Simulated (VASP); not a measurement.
Input:

```
Li2S
1.0
    0.00000     2.83733     2.83733
    2.83733     0.00000     2.83733
    2.83733     2.83733     0.00000
Li S
2 1
Direct
  0.25000   0.25000   0.25000
  0.75000   0.75000   0.75000
  0.00000   0.00000   0.00000
```

Method: LDA (Ceperley-Alder, Perdew-Zunger), VASP's LDA PAW potentials (set 64) (plane waves; VASP). Settings: 520 eV cut-off, 8×8×8 Γ-centred mesh, Gaussian smearing of 0.050 eV, potentials Li_sv S.

Give the stress tensor in GPa (positive for a compressed cell).

```
-2.43   0.00   0.00
 0.00  -2.43   0.00
 0.00   0.00  -2.43
```
The pressure is its mean diagonal, -2.43 GPa.

The compound is Li2S in the antifluorite structure. This cell is one point of a volume scan, at 1.06 of the reference volume.
